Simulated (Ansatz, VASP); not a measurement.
# Sr (Sr(100)): VASP beside Ansatz

One calculation is typed for both programs; each brings its own data sets and cutoff. How far apart do they land?

Method: plane waves, with VASP 6.6.1 beside it; single point at PBEsol, single point at LDA and single point at PBE, in Ansatz 0.2.0.

## (1) Set-up

The cell holds 7 atoms: 7 Sr. Cell: a = 4.299 Å, b = 4.299 Å, c = 36.240 Å, α = 90.0°, β = 90.0°, γ = 90.0°. Vacuum lies along c.

## (2) VASP: single point, PBEsol

With cell and atoms fixed, the geometry can't cause a difference; cores, projectors, grids and the points listed under the comparison can.

Lines of VASP's logs that name or quote its potential files are left out, and so is its time.

Input file INCAR:

```
SYSTEM = Sr
PREC = Normal
ENCUT = 350
EDIFF = 1E-06
NELM = 120
ISMEAR = 1
SIGMA = 0.1
LREAL = .FALSE.
ALGO = Normal
GGA = PS
NBANDS = 43
LORBIT = 11
LWAVE = .FALSE.
LCHARG = .FALSE.
KPAR = 4
IDIPOL = 3
LDIPOL = .TRUE.
DIPOL = 0.5 0.5 0.5
LVHAR = .TRUE.
LVACPOTAV = .TRUE.
```

Input file POSCAR:

```
Sr
1.0
    4.2992092296      0.0000000000      0.0000000000
    0.0000000000      4.2992092296      0.0000000000
    0.0000000000      0.0000000000     36.2400000000
Sr
7
Direct
    0.0000000000      0.0000000000      0.2483443709
    0.5000000000      0.5000000000      0.3322295806
    0.0000000000      0.0000000000      0.4161147903
    0.5000000000      0.5000000000      0.5000000000
    0.0000000000      0.0000000000      0.5838852097
    0.5000000000      0.5000000000      0.6677704194
    0.0000000000      0.0000000000      0.7516556291
```

Input file KPOINTS:

```
Automatic mesh
0
Gamma
9 9 1
0 0 0
```

PAW data sets: Sr_sv (PBE family, release 64).

Run with:

```
mpirun -np 4 vasp_std
```

Numbers of over 12 decimals in the logs are rounded to 6 here.

Log:

```text
[banner, memory and clock lines left out]
running    4 mpi-ranks, on    1 nodes
 distrk:  each k-point on    1 cores,    4 groups
 distr:  one band on    1 cores,    1 groups

 POSCAR found type information on POSCAR Sr
 POSCAR found :  1 types and       7 ions
|                                                                             |
|               ----> ADVICE to this user running VASP <----                  |
|                                                                             |
|     You enforced a specific xc type in the INCAR file but a different       |
|     [... a line on the potential file left out ...]
|     I HOPE YOU KNOW WHAT YOU ARE DOING!                                     |
|                                                                             |

 LDA part: xc-table for (Slater+PW92), standard interpolation
 POSCAR, INCAR and KPOINTS ok, starting setup
 FFT: planning ... GRIDC
 FFT: planning ... GRID_SOFT
 FFT: planning ... GRID
 WAVECAR not read
 entering main loop
       N       E                     dE             d eps       ncg     rms          rms(c)
DAV:   1     0.352155438494E+03    0.35216E+03   -0.27826E+04  1778   0.948E+02
DAV:   2     0.301440443327E+02   -0.32201E+03   -0.31741E+03  1458   0.258E+02
DAV:   3    -0.746722000447E+01   -0.37611E+02   -0.37295E+02  1841   0.521E+01
DAV:   4    -0.124138773817E+02   -0.49467E+01   -0.49293E+01  2193   0.198E+01
DAV:   5    -0.127170532067E+02   -0.30318E+00   -0.30293E+00  2020   0.399E+00    0.325E+01
DAV:   6    -0.141615715624E+02   -0.14445E+01   -0.21658E+01  1934   0.979E+00    0.249E+01
DAV:   7    -0.208117059497E+02   -0.66501E+01   -0.11622E+02  1692   0.110E+01    0.347E+01
DAV:   8    -0.123983989269E+02    0.84133E+01   -0.46688E+01  1645   0.751E+00    0.106E+01
DAV:   9    -0.121085639910E+02    0.28983E+00   -0.37365E+00  1876   0.305E+00    0.626E+00
DAV:  10    -0.119632193808E+02    0.14534E+00   -0.66594E-01  1924   0.187E+00    0.365E+00
DAV:  11    -0.119354715535E+02    0.27748E-01   -0.11342E-01  1788   0.694E-01    0.256E+00
DAV:  12    -0.119207528656E+02    0.14719E-01   -0.20404E-02  1820   0.251E-01    0.206E+00
DAV:  13    -0.118944643379E+02    0.26289E-01   -0.13500E-01  1684   0.537E-01    0.351E-01
DAV:  14    -0.118955021660E+02   -0.10378E-02   -0.86653E-03  1948   0.169E-01    0.239E-01
[...]
DAV:  25    -0.118975766455E+02   -0.58071E-05   -0.17776E-06  1036   0.480E-03    0.460E-03
DAV:  26    -0.118975799266E+02   -0.32811E-05   -0.15289E-06  1036   0.250E-03    0.347E-03
DAV:  27    -0.118975815866E+02   -0.16600E-05   -0.34028E-07   896   0.210E-03    0.207E-03
DAV:  28    -0.118975845114E+02   -0.29248E-05   -0.38901E-07   933   0.143E-03    0.815E-04
DAV:  29    -0.118975872713E+02   -0.27598E-05   -0.20300E-07   919   0.101E-03    0.938E-04
DAV:  30    -0.118975895800E+02   -0.23087E-05   -0.16940E-07   874   0.727E-04    0.146E-03
DAV:  31    -0.118975907328E+02   -0.11528E-05   -0.39855E-08   841   0.385E-04    0.551E-04
DAV:  32    -0.118975916749E+02   -0.94208E-06   -0.57337E-08   825   0.465E-04
|                                                                             |
|           W    W    AA    RRRRR   N    N  II  N    N   GGGG   !!!           |
|           W    W   A  A   R    R  NN   N  II  NN   N  G    G  !!!           |
|           W    W  A    A  R    R  N N  N  II  N N  N  G       !!!           |
|           W WW W  AAAAAA  RRRRR   N  N N  II  N  N N  G  GGG   !            |
|           WW  WW  A    A  R   R   N   NN  II  N   NN  G    G                |
|           W    W  A    A  R    R  N    N  II  N    N   GGGG   !!!           |
|                                                                             |
|     Did not find any points to average over, which means that no vacuum     |
|     field-free region was found. Please increase the size of  your cell     |
|     in the dimension of the dipole correction to obtain accurate            |
|     workfunction values.                                                    |
|                                                                             |

   1 F= -.11897592E+02 E0= -.11895362E+02  d E =-.668943E-02
```

Parts of OUTCAR (step 2):

```text
ion  position               nearest neighbor table
   1  0.000  0.000  0.248-   2 4.30   2 4.30   2 4.30   2 4.30
   2  0.500  0.500  0.332-   1 4.30   3 4.30   1 4.30   3 4.30   1 4.30   3 4.30   1 4.30   3 4.30

  LATTYP: Found a simple tetragonal cell.
 ALAT       =     4.2992092296
 C/A-ratio  =     8.4294571547

 Subroutine GETGRP returns: Found 16 space group operations
 (whereof 16 operations were pure point group operations)

The static configuration has the point symmetry D_4h.

 Found     15 irreducible k-points:

   k-points           NKPTS =     15   k-points in BZ     NKDIM =     15   number of bands    NBANDS=     43

   dimension x,y,z NGX =    20 NGY =   20 NGZ =  168
   dimension x,y,z NGXF=    40 NGYF=   40 NGZF=  336

   ENCUT  =  350.0 eV  25.72 Ry    5.07 a.u.   6.56  6.56 55.28*2*pi/ulx,y,z

   NELECT =      70.0000    total number of electrons

 k-points in reciprocal lattice and weights: Automatic mesh
   0.00000000  0.00000000  0.00000000       0.012
   0.11111111  0.00000000  0.00000000       0.049
   0.22222222  0.00000000  0.00000000       0.049
   0.33333333  0.00000000  0.00000000       0.049
   0.44444444  0.00000000  0.00000000       0.049
   0.11111111  0.11111111  0.00000000       0.049
   0.22222222  0.11111111  0.00000000       0.099
   0.33333333  0.11111111  0.00000000       0.099
   0.44444444  0.11111111  0.00000000       0.099
[...]
0.44444444  0.33333333  0.00000000       0.099
   0.44444444  0.44444444  0.00000000       0.049

 dipolmoment           0.000000      0.000000     -0.000000 electrons x Angstroem

 average (electrostatic) potential at core
       1 -43.0391       2 -42.4451       3 -42.4911       4 -42.4563       5 -42.4911
       6 -42.4451       7 -43.0391

 E-fermi :  -0.1209

 k-point     1 :       0.0000    0.0000    0.0000
  band No.  band energies     occupation
    ...
     31      -3.0760      2.00000
     32      -2.5802      2.00000
     33      -1.9765      2.00000
     34      -1.3888      2.00000
     35      -0.9307      2.00000
     36       0.2553     -0.00000
     37       0.2975     -0.00000
     38       0.2978     -0.00000
     39       0.3517     -0.00000
     40       0.5551     -0.00000
    ...

 k-point     2 :       0.1111    0.0000    0.0000
  band No.  band energies     occupation
    ...
     31      -2.9563      2.00000
     32      -2.4662      2.00000
     33      -1.8674      2.00000
     34      -1.2801      2.00000
     35      -0.8178      2.00000
     36       0.2619     -0.00000
     37       0.3313     -0.00000
     38       0.3489     -0.00000
     39       0.3667     -0.00000
     40       0.5498     -0.00000
    ...

 k-point     3 :       0.2222    0.0000    0.0000
  band No.  band energies     occupation
    ...
     31      -2.6152      2.00000
     32      -2.1477      2.00000
     33      -1.5704      2.00000
     34      -0.9894      2.00000
     35      -0.5099      2.00000
     36       0.1410     -0.00134
     37       0.2259     -0.00001
     38       0.4152     -0.00000
     39       0.4446     -0.00000
     40       0.4966     -0.00000
    ...

  Total       -2.6341288     -2.6341288     -2.2430733      0.0000000      0.0000000      0.0000000
  in kB       -6.3006047     -6.3006047     -5.3652343      0.0000000      0.0000000      0.0000000
  external PRESSURE =      -5.9888145 kB  Pullay stress =       0.0000000 kB

  energy-cutoff  :      350.00
  volume of cell :      669.83
      direct lattice vectors                 reciprocal lattice vectors
     4.299209230  0.000000000  0.000000000     0.232600915  0.000000000  0.000000000
     0.000000000  4.299209230  0.000000000     0.000000000  0.232600915  0.000000000
     0.000000000  0.000000000 36.240000000     0.000000000  0.000000000  0.027593819

 POSITION                                       TOTAL-FORCE (eV/Angst)
 -----------------------------------------------------------------------------------
      0.00000      0.00000      9.00000        -0.000000      0.000000      0.154130
      2.14960      2.14960     12.04000        -0.000000     -0.000000     -0.058010
      0.00000      0.00000     15.08000        -0.000000     -0.000000      0.016797
      2.14960      2.14960     18.12000        -0.000000     -0.000000      0.000000
      0.00000      0.00000     21.16000         0.000000     -0.000000     -0.016797
      2.14960      2.14960     24.20000        -0.000000     -0.000000      0.058010
      0.00000      0.00000     27.24000         0.000000      0.000000     -0.154130
 -----------------------------------------------------------------------------------
    total drift:                               -0.000000      0.000000      0.000000

  FREE ENERGIE OF THE ION-ELECTRON SYSTEM (eV)
  ---------------------------------------------------
  free  energy   TOTEN  =       -11.8975916749 eV

  energy  without entropy=      -11.8909022485  energy(sigma->0) =      -11.89536187

 vacuum level on the upper side and lower side of the slab         2.406         2.406

 total charge
# of ion       s       p       d       tot
------------------------------------------
    1        2.073   5.665   0.105   7.843
    2        2.062   5.678   0.129   7.870
    3        2.064   5.678   0.127   7.869
    4        2.063   5.678   0.129   7.870
    5        2.064   5.678   0.127   7.869
    6        2.062   5.678   0.129   7.870
    7        2.073   5.665   0.105   7.843
--------------------------------------------------
tot         14.460  39.720   0.852  55.033

[... 3 further parts left out ...]
```

## (3) Ansatz: single point, PBEsol

Ansatz runs on its default PAW (the set named soft_2) files.

The same cell, functional, mesh and smearing now go to Ansatz, which takes its cutoff from its data sets.

Input file input.yaml:

```yaml
crystal:
  lattice:
    - [4.2992092296, 0.0, 0.0]
    - [0.0, 4.2992092296, 0.0]
    - [0.0, 0.0, 36.24]
  atoms:
    - { symbol: Sr, position: [0.0, 0.0, 0.2483443709] }
    - { symbol: Sr, position: [0.5, 0.5, 0.3322295806] }
    - { symbol: Sr, position: [0.0, 0.0, 0.4161147903] }
    - { symbol: Sr, position: [0.5, 0.5, 0.5] }
    - { symbol: Sr, position: [0.0, 0.0, 0.5838852097] }
    - { symbol: Sr, position: [0.5, 0.5, 0.6677704194] }
    - { symbol: Sr, position: [0.0, 0.0, 0.7516556291] }
hamiltonian:
  xc: pbesol
  pseudopotentials: { kind: paw }
kpoints:
  mp_grid: { grid: [9, 9, 1] }
scf:
  occupations: { method: methfessel_paxton, width: 0.1 }
  n_extra_bands: 5
efield:
  axis: 3
  dipole_correction: true
  ramp_width: 0.04
output:
  forces: true
  eigenvalues: true
```

Run with:

```
ansatz run input.yaml --threads 4 --pin off --max-ram 9216MiB --backend cpu --events-out ev --progress --plain --runs-dir out
```

Log:

```text
scf.n_extra_bands = 5 over 35 filled bands (N_el = 70.0): the run solves 40 bands
Engine: ansatz 0.2.0, aarch64-unknown-linux-gnu
Pseudopotentials: kind: paw
Pseudopotential: Sr, paw, valence charge 10, recommended cutoff 420 eV (normal), Sr.paw.azcp
Functional definition: PBEsol
  exchange = pbesol_x
  correlation = pbesol_c
Crystal: 7 atoms, lattice volume = 669.831 Å³
Basis set: ecut = 420 eV, 13033 PW (Γ), exchange–correlation on 60×60×486 points (8 copies of the dense FFT grid, shifted against one another)
Bands: 40, of which v1, the nominal top of the filled ones, is band 35 counted from 1 (34 counted from 0)
Symmetry: 8 space group operations
k-points: 15 of 81
Non-local potential: Sr, projectors of the file, l = 0: 3, l = 1: 2, l = 2: 2
PAW form: soft (Blöchl's): semilocal exchange-correlation on the pseudo side does not see the compensation charge
PAW frozen core: Sr, regenerated for the run's functional, and the local potential with it (the file was generated under x = pbe(κ = 0.804, μ = 0.219515), c = pbe(β = 0.066725))
PAW one-centre angular grid: Sr, 110 points (default); XC on 64 Gauss nodes
Initial density: superposition of atomic densities (neutral atoms: chi_scale 0, normalization atom), corrected by the library's trained network
Initial wavefunctions: pseudopotential atomic-orbital guess
Functional: x = pbesol(κ = 0.804, μ = 0.123457), c = pbesol(β = 0.046)
SCF iter   1: F=—  HF=-24444.602717 eV  |F-HF|=—  |Δ(HF+E_count)|=         —  Δρ=2.87e-3  dr2=4.89e0  ethr=1.77e-3  p=0.000 e·Å  D=8.50e-14 V/Å  ΔV_dip=-0.00 eV  dr2_dipole=4.54e-7  V_vac-E_F(+/−)=2.30/2.30 eV  ⟨swp⟩=17.3  Hψ=3751  notcnv=0
efield: sawtooth ramp at fractional position 0.9800 (placed from the atoms, in the widest stretch of the axis that holds none; the zero of the levels goes with the place), width 0.0400; the density the first Hamiltonian is built on has a dipole p = 0.000 e·Å; the dipole correction subtracts the counter field D = 8.50e-14 V/Å, which shifts the + side's vacuum level by -0.00 eV against the − side's; the planar-averaged density in the ramp window peaks in size at 4.8e-7 e/Å³
preconditioner: auto → LDOS  [metal: Δε(μ)=0.016 eV  Ē_g=1.568 eV  σ=0.100 eV  W_gap=0.13  n_scr=72 (ndim 8)  ℏωp=5.4 eV  f_vac=0.365  D(μ)=15.60/eV (n_scr^D=90)  β→1.0]
SCF iter   2: F=—  HF=-24444.517211 eV  |F-HF|=—  |Δ(HF+E_count)|=   8.55e-2  S|Δr|=    0.00e0  Δρ=1.22e-3  dr2=4.89e-1  ethr=1.77e-3  p=-0.000 e·Å  D=-5.15e-6 V/Å  ΔV_dip=0.00 eV  dr2_dipole=6.56e-9  V_vac-E_F(+/−)=2.49/2.49 eV  ⟨swp⟩=1.9  Hψ=744  notcnv=0
SCF iter   3: F=—  HF=-24444.509106 eV  |F-HF|=—  |Δ(HF+E_count)|=   8.10e-3  S|Δr|=    0.00e0  Δρ=7.67e-4  dr2=9.87e-2  ethr=6.99e-4  p=-0.000 e·Å  D=-4.82e-6 V/Å  ΔV_dip=0.00 eV  dr2_dipole=2.29e-8  V_vac-E_F(+/−)=2.52/2.52 eV  ⟨swp⟩=2.0  Hψ=630  notcnv=0
SCF iter   4: F=—  HF=-24444.507706 eV  |F-HF|=—  |Δ(HF+E_count)|=   1.40e-3  S|Δr|=    0.00e0  Δρ=2.71e-4  dr2=7.53e-3  ethr=1.41e-4  p=-0.000 e·Å  D=-2.60e-6 V/Å  ΔV_dip=0.00 eV  dr2_dipole=1.90e-11  V_vac-E_F(+/−)=2.54/2.54 eV  ⟨swp⟩=1.2  Hψ=609  notcnv=0
SCF iter   5: F=—  HF=-24444.507906 eV  |F-HF|=—  |Δ(HF+E_count)|=   2.00e-4  S|Δr|=    0.00e0  Δρ=8.66e-5  dr2=2.87e-4  ethr=1.08e-5  p=-0.000 e·Å  D=-3.94e-7 V/Å  ΔV_dip=0.00 eV  dr2_dipole=3.73e-9  V_vac-E_F(+/−)=2.54/2.54 eV  ⟨swp⟩=2.2  Hψ=678  notcnv=0
SCF iter   6: F=—  HF=-24444.507911 eV  |F-HF|=—  |Δ(HF+E_count)|=   4.81e-6  S|Δr|=    0.00e0  Δρ=5.16e-5  dr2=5.15e-5  ethr=4.10e-7  p=0.000 e·Å  D=1.66e-6 V/Å  ΔV_dip=-0.00 eV  dr2_dipole=1.07e-8  V_vac-E_F(+/−)=2.53/2.53 eV  ⟨swp⟩=2.6  Hψ=1069  notcnv=0
SCF iter   7: F=—  HF=-24444.508056 eV  |F-HF|=—  |Δ(HF+E_count)|=   1.46e-4  S|Δr|=    0.00e0  Δρ=1.73e-5  dr2=8.71e-6  ethr=7.36e-8  p=0.000 e·Å  D=5.68e-7 V/Å  ΔV_dip=-0.00 eV  dr2_dipole=3.65e-10  V_vac-E_F(+/−)=2.53/2.53 eV  ⟨swp⟩=2.0  Hψ=1031  notcnv=0
SCF iter   8: F=—  HF=-24444.508057 eV  |F-HF|=—  |Δ(HF+E_count)|=   9.42e-8  S|Δr|=    0.00e0  Δρ=5.91e-6  dr2=2.43e-6  ethr=1.24e-8  p=0.000 e·Å  D=1.82e-7 V/Å  ΔV_dip=-0.00 eV  dr2_dipole=3.26e-10  V_vac-E_F(+/−)=2.53/2.53 eV  ⟨swp⟩=2.7  Hψ=968  notcnv=0
SCF iter   9: F=—  HF=-24444.508057 eV  |F-HF|=—  |Δ(HF+E_count)|=   3.28e-8  S|Δr|=    0.00e0  Δρ=1.76e-6  dr2=1.99e-7  ethr=3.47e-9  p=0.000 e·Å  D=5.72e-8 V/Å  ΔV_dip=-0.00 eV  dr2_dipole=1.49e-10  V_vac-E_F(+/−)=2.53/2.53 eV  ⟨swp⟩=1.5  Hψ=624  notcnv=0
SCF iter  10: F=-24444.508057 eV  HF=-24444.508057 eV  |F-HF|=3.21e-9  |Δ(HF+E_count)|=   1.08e-8  S|Δr|=    0.00e0  Δρ=5.96e-7  dr2=5.69e-9  ethr=1.43e-10  p=0.000 e·Å  D=2.86e-8 V/Å  ΔV_dip=-0.00 eV  dr2_dipole=1.84e-12  V_vac-E_F(+/−)=2.53/2.53 eV  ⟨swp⟩=14.3  Hψ=3114  notcnv=0
SCF 1 converged in 10 iterations: F = -24444.508057 eV  dr2 = 5.69e-9
  greatest PAW one-centre occupation: 0.988 electrons in one spin orbital (limit 2), on the Sr atom at site 0 (counted from 0), in its partial waves of l = 0
SCF converged after 10 iterations
Stability not checked: this state was not tested for a lower state beside it, because cold or Methfessel-Paxton smearing, or corrected tetrahedra, fill the levels in a way that the test cannot read (fill_not_monotonic; see scf.lower_state_search)
Free energy (F): -24444.508057 eV
Harris-Foulkes:  -24444.508057 eV  (|F-HF|=3.21e-9)
Internal energy: -24444.500877 eV  (E = F + TS)
E sigma→0 (E₀):  -24444.506262 eV
Entropy (-TS):   -0.007180 eV (-1.026 meV/atom)
Fermi energy:    1.881206 eV
Dipole field:    D = 0.000001 V/Å  (p = 0.000004 e·Å, saw-weighted, corrected)
Work function:   Φ+ = 2.5315 eV   Φ− = 2.5315 eV
Levels:          The Fermi level and band energies are counted from a zero that moves with the ramp; work functions are not
--- Per-component energies (eV) ---
  E_band       = -1184.814540
  E_kinetic    = 1685.153049
  E_local      = -30659.329905  (includes V_loc(G=0)·N_el)
  E_nonlocal   = 1430.273638
  E_hartree    = 13878.666048
  E_xc         = -1183.264698
  E_vxc        = -1106.134377  (∫ρ·V_xc dr)
  E_paw        = -18512.010826  (= ΣΔE_a)
  E_vpaw       = -292.107920  (= ΣTr[D̂ρ^β])
  E_aug_tail   = -0.000010  (compensation charges beyond the density's cutoff)
  E_efield     = 0.000000  (sawtooth field / dipole correction)
  E_vefield    = 0.000000  (∫n·V_field dr)
  E_ewald      = 8915.071394
  E_core_change = 0.940432  (= ΣΔE_core)
  E_smearing   = -0.007180  (= −TS)
  E_closure    = -0.000000  (closes the sum)
  Σ components = -24444.508057   (vs F -24444.508057, Δ=0.00e0)
--- Forces (eV/Å), atoms counted from 1 ---
  atom   1  Sr     0.00000000     0.00000000     0.15561706
  atom   2  Sr    -0.00000000     0.00000000    -0.05803965
  atom   3  Sr    -0.00000000     0.00000000     0.01665707
  atom   4  Sr     0.00000000     0.00000000    -0.00000020
  atom   5  Sr    -0.00000000     0.00000000    -0.01665650
  atom   6  Sr     0.00000000     0.00000000     0.05803881
  atom   7  Sr    -0.00000000     0.00000000    -0.15561680
  max |Σ_I F_I| component: 2.21e-7 eV/Å
--- Band table (eV; the first three rows and the last of 15) ---
  k-point 0: bands = [... 31 lower, -0.5754, 0.0279, 0.6157, 1.0750, 2.2635, 2.3006, 2.3015, 2.3594, ... 1 higher]
  k-point 1: bands = [... 31 lower, -0.4616, 0.1369, 0.7241, 1.1876, 2.2689, 2.3352, 2.3529, 2.3727, ... 1 higher]
  k-point 2: bands = [... 31 lower, -0.1433, 0.4336, 1.0144, 1.4945, 2.1459, 2.2306, 2.4193, 2.4469, ... 1 higher]
  k-point 14: bands = [... 31 lower, 1.5733, 1.6517, 1.8334, 1.8796, 2.2288, 2.2396, 2.2732, 2.2978, ... 1 higher]
```

Run time: 8 s. Hardware: 4 threads of Arm Neoverse V2, shared host; peak memory 1 GiB; 31 s of CPU time.

## (4) Comparison

Known differences besides the potentials themselves: the cutoff is 420 eV in Ansatz and 350 eV in VASP (PREC = Normal); Ansatz makes its cores anew for this functional, VASP keeps those of its PBE data sets; VASP leaves aspherical gradient terms in its spheres out (LASPH is not set), Ansatz keeps them. Total energies have different zeros and are not compared.

Compared:

```
                                   quantity  Ansatz  VASP  difference
 work function, lower of the two faces (eV)    2.53  2.53        0.00
work function, higher of the two faces (eV)    2.53  2.53        0.00
```

Forces (eV/Å; atoms numbered as in POSCAR):

```
atom        Ansatz x, y, z          VASP x, y, z
 Sr1   0.000, 0.000, 0.156   0.000, 0.000, 0.154
 Sr2  0.000, 0.000, -0.058  0.000, 0.000, -0.058
 Sr3   0.000, 0.000, 0.017   0.000, 0.000, 0.017
 Sr4   0.000, 0.000, 0.000   0.000, 0.000, 0.000
 Sr5  0.000, 0.000, -0.017  0.000, 0.000, -0.017
 Sr6   0.000, 0.000, 0.058   0.000, 0.000, 0.058
 Sr7  0.000, 0.000, -0.156  0.000, 0.000, -0.154
```

The forces differ by 0.5 meV/Å r.m.s., which is 0.9 % of the r.m.s. force of 0.05 eV/Å (both taken over all components). VASP's log warns that it found no field-free region in the vacuum, so its work functions are uncertain.

(Continued in part 2 of 2.)

[Lines on the potential files, build, host, timing and source positions are cut from VASP's logs without a mark.]

[Logs are printed without paths, hosts, clocks, repeated set-up lines and the standing remarks that a program may print on its own settings, such as how far it seeks lower states.]

[Hosts, paths, dates, database ids (printed as entryN), source tags and the programs' standing remarks are cut or masked in the printed files.]
